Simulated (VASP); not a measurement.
Output of a VASP run:

### OUTCAR
```
 ion  position               nearest neighbor table
   1  0.500  0.500  0.500-   2 2.44   2 2.44   2 2.44   2 2.44   2 2.44   2 2.44   2 2.44   2 2.44
  LATTYP: Found a simple cubic cell.
 ALAT       =     2.8219163490
 Subroutine PRICEL returns:
 Original cell was already a primitive cell.
 Subroutine GETGRP returns: Found 48 space group operations
The static configuration has the point symmetry O_h .
The dynamic configuration has the point symmetry O_h .
 Subroutine INISYM returns: Found 48 space group operations
 Subroutine IBZKPT returns following result:
 Found     84 irreducible k-points:

 Following reciprocal coordinates:
            Coordinates               Weight
  0.000000  0.000000  0.000000      1.000000
  0.083333  0.000000  0.000000      6.000000
  0.166667  0.000000  0.000000      6.000000
  0.250000  0.000000  0.000000      6.000000
  0.333333  0.000000  0.000000      6.000000
  0.416667  0.000000  0.000000      6.000000
  0.500000  0.000000  0.000000      3.000000
  0.083333  0.083333  0.000000     12.000000
  0.166667  0.083333  0.000000     24.000000
  0.250000  0.083333  0.000000     24.000000
  0.333333  0.083333  0.000000     24.000000
  0.416667  0.083333  0.000000     24.000000
  0.500000  0.083333  0.000000     12.000000
  0.166667  0.166667  0.000000     12.000000
  0.250000  0.166667  0.000000     24.000000
  0.333333  0.166667  0.000000     24.000000
  0.416667  0.166667  0.000000     24.000000
  0.500000  0.166667  0.000000     12.000000
  0.250000  0.250000  0.000000     12.000000
  0.333333  0.250000  0.000000     24.000000
  0.416667  0.250000  0.000000     24.000000
  0.500000  0.250000  0.000000     12.000000
  0.333333  0.333333  0.000000     12.000000
  0.416667  0.333333  0.000000     24.000000
  0.500000  0.333333  0.000000     12.000000
  0.416667  0.416667  0.000000     12.000000
  0.500000  0.416667  0.000000     12.000000
  0.500000  0.500000  0.000000      3.000000
  0.083333  0.083333  0.083333      8.000000
  0.166667  0.083333  0.083333     24.000000
  0.250000  0.083333  0.083333     24.000000
  0.333333  0.083333  0.083333     24.000000
  0.416667  0.083333  0.083333     24.000000
  0.500000  0.083333  0.083333     12.000000
  0.166667  0.166667  0.083333     24.000000
  0.250000  0.166667  0.083333     48.000000
  0.333333  0.166667  0.083333     48.000000
  0.416667  0.166667  0.083333     48.000000
  0.500000  0.166667  0.083333     24.000000
  0.250000  0.250000  0.083333     24.000000
   k-points           NKPTS =     84   k-points in BZ     NKDIM =     84   number of bands    NBANDS=     10
   number of dos      NEDOS =    301   number of ions     NIONS =      2
   total plane-waves  NPLWV =   5832
   dimension x,y,z NGX =    18 NGY =   18 NGZ =   18
   dimension x,y,z NGXF=    36 NGYF=   36 NGZF=   36
   ions per type =               1   1
   PREC   = accura    normal or accurate (medium, high low for compatibility)
   ISTART =      0    job   : 0-new  1-cont  2-samecut
   ICHARG =      2    charge: 1-file 2-atom 10-const
   ISPIN  =      1    spin polarized calculation?
   LNONCOLLINEAR =      F non collinear calculations
   LSORBIT =      F    spin-orbit coupling
   INIWAV =      1    electr: 0-lowe 1-rand  2-diag
   ENCUT  =  400.0 eV  29.40 Ry    5.42 a.u.   4.60  4.60  4.60*2*pi/ulx,y,z
   NELM   =    100;   NELMIN=  2; NELMDL= -5     # of ELM steps
   EDIFF  = 0.1E-05   stopping-criterion for ELM
   LREAL  =      F    real-space projection
   NLSPLINE    = F    spline interpolate recip. space projectors
   LMAXMIX     =    4 max onsite mixed and CHGCAR
   VOSKOWN=      0    Vosko Wilk Nusair interpolation
   EDIFFG = -.1E-01   stopping-criterion for IOM
   NSW    =     60    number of steps for IOM
   NBLOCK =      1;   KBLOCK =     60    inner block; outer block
   IBRION =      2    ionic relax: 0-MD 1-quasi-New 2-CG
   NFREE  =      1    steps in history (QN), initial steepest desc. (CG)
...
```

**OSZICAR**
```
       N       E                     dE             d eps       ncg     rms          rms(c)
DAV:   1     0.282537225214E+02    0.28254E+02   -0.45059E+03  1744   0.102E+03
DAV:   2    -0.139865737066E+02   -0.42240E+02   -0.40004E+02  1690   0.175E+02
DAV:   3    -0.149849593780E+02   -0.99839E+00   -0.99166E+00  2062   0.348E+01
DAV:   4    -0.150011780875E+02   -0.16219E-01   -0.16189E-01  2012   0.404E+00
DAV:   5    -0.150016827508E+02   -0.50466E-03   -0.50465E-03  1968   0.712E-01    0.135E+01
DAV:   6    -0.178391653043E+02   -0.28375E+01   -0.78732E+01  1868   0.134E+02    0.179E+01
DAV:   7    -0.131091224388E+02    0.47300E+01   -0.33870E+01  1840   0.843E+01    0.191E+00
DAV:   8    -0.130988127649E+02    0.10310E-01   -0.23885E-01  1776   0.419E+00    0.123E+00
DAV:   9    -0.130826543345E+02    0.16158E-01   -0.44067E-02  2042   0.291E+00    0.332E-01
DAV:  10    -0.130820494902E+02    0.60484E-03   -0.14909E-03  2028   0.538E-01    0.152E-01
DAV:  11    -0.130820317095E+02    0.17781E-04   -0.35496E-05  2058   0.561E-02    0.290E-02
DAV:  12    -0.130820246385E+02    0.70711E-05   -0.29784E-05  1976   0.764E-02    0.582E-03
DAV:  13    -0.130820245533E+02    0.85165E-07   -0.43792E-07   904   0.656E-03
   1 F= -.13082025E+02 E0= -.13081954E+02  d E =-.130820E+02
```

### OUTCAR
```
------------------------ aborting loop because EDIFF is reached ----------------------------------------
  FORCE on cell =-STRESS in cart. coord.  units (eV):
  Direction    XX          YY          ZZ          XY          YZ          ZX
  --------------------------------------------------------------------------------------
  Total       -0.0074835     -0.0074835     -0.0074835      0.0000000      0.0000000     -0.0000000
  in kB       -0.5335584     -0.5335584     -0.5335584      0.0000000      0.0000000     -0.0000000
  external PRESSURE =      -0.5335584 kB  Pullay stress =       0.0000000 kB
  volume of cell :       22.47
      direct lattice vectors                 reciprocal lattice vectors
     2.821916349  0.000000000  0.000000000     0.354369115  0.000000000  0.000000000
     0.000000000  2.821916349  0.000000000     0.000000000  0.354369115  0.000000000
     0.000000000  0.000000000  2.821916349     0.000000000  0.000000000  0.354369115
 POSITION                                       TOTAL-FORCE (eV/Angst)
 -----------------------------------------------------------------------------------
      1.41096      1.41096      1.41096         0.000000      0.000000      0.000000
      0.00000      0.00000      0.00000         0.000000      0.000000      0.000000
 -----------------------------------------------------------------------------------
    total drift:                                0.000000     -0.000000      0.000000
  FREE ENERGIE OF THE ION-ELECTRON SYSTEM (eV)
  ---------------------------------------------------
  free  energy   TOTEN  =       -13.0820245533 eV

  energy  without entropy=      -13.0818118450  energy(sigma->0) =      -13.08195365

 reached required accuracy - stopping structural energy minimisation
```
(Selected blocks of OUTCAR.)

### POSCAR
```
CoAl
1
    2.8219163490    -0.0000000000     0.0000000000
    0.0000000000     2.8219163490    -0.0000000000
   -0.0000000000     0.0000000000     2.8219163490
Al Co
1 1
Direct
  0.5000000000   0.5000000000   0.5000000000
  0.0000000000   0.0000000000   0.0000000000
```

Q: Write an INCAR and KPOINTS that could have produced this output.

A: One answer among several that fit: the input of the run itself, PBEsol GGA, plane waves, VASP's PBE PAW potentials (set 64).

**INCAR**
```
SYSTEM = CoAl
PREC = Accurate
ENCUT = 400
EDIFF = 1E-6
NELM = 100
ALGO = Normal
LREAL = .FALSE.
LASPH = .TRUE.
ISMEAR = 1
SIGMA = 0.1
GGA = PS
LMAXMIX = 4
LWAVE = .FALSE.
LCHARG = .FALSE.
IBRION = 2
ISIF = 3
NSW = 60
EDIFFG = -0.01
```

File KPOINTS:
```
Automatic mesh
0
Gamma
12 12 12
0 0 0
```

POTCAR, in this order: Al Co (PBE.64 set). Program: vasp_std.

The compound is CoAl in the CsCl type structure. It was relaxed first. The start is the result of an earlier pass. The run is not spin-polarised, so no magnetic state was tried.
